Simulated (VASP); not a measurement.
OSZICAR of a VASP run on MgB₂ (AlB2 type):

**OSZICAR**
```
       N       E                     dE             d eps       ncg     rms          rms(c)
DAV:   1     0.700763982175E+01    0.70076E+01   -0.33532E+03  1160   0.720E+02
DAV:   2    -0.168148527531E+02   -0.23822E+02   -0.22949E+02  1584   0.107E+02
DAV:   3    -0.171842521115E+02   -0.36940E+00   -0.36726E+00  1424   0.166E+01
DAV:   4    -0.171849576288E+02   -0.70552E-03   -0.70552E-03  1752   0.657E-01
DAV:   5    -0.171849580908E+02   -0.46201E-06   -0.46189E-06  1400   0.125E-02    0.492E+00
DAV:   6    -0.159516715228E+02    0.12333E+01   -0.20439E+00  1232   0.759E+00    0.231E+00
DAV:   7    -0.157413352253E+02    0.21034E+00   -0.10153E+00  1376   0.526E+00    0.695E-01
DAV:   8    -0.157440794074E+02   -0.27442E-02   -0.76550E-02  1232   0.186E+00    0.319E-01
DAV:   9    -0.157373637470E+02    0.67157E-02   -0.21766E-02  1224   0.786E-01    0.486E-02
DAV:  10    -0.157373872555E+02   -0.23509E-04   -0.10156E-03  1656   0.213E-01    0.297E-02
DAV:  11    -0.157373524335E+02    0.34822E-04   -0.18325E-04  1240   0.768E-02    0.303E-03
DAV:  12    -0.157373522016E+02    0.23199E-06   -0.37488E-06  1376   0.146E-02
   1 F= -.15737352E+02 E0= -.15736965E+02  d E =-.775187E-03
```

### Question
Which electronic solver shows in the log?

### Answer
It is blocked Davidson (ALGO = Normal, or the opening steps of other solvers). The INCAR had ALGO = Normal.

### Question
Can the final energy be trusted as converged?

### Answer
The run converged. It stopped with EDIFF = 1E-6, NELM = 100 (PBE GGA, plane waves, VASP's PBE PAW potentials (set 64)). The cell is charged, with a uniform compensating background.

The compound is MgB2 in the AlB2 type structure. The cell was not relaxed at this level. The run is one of a series of settings (ISMEAR = 0, NELECT = 7.9, SIGMA = 0.05 against the base run), some of them coarse on purpose.
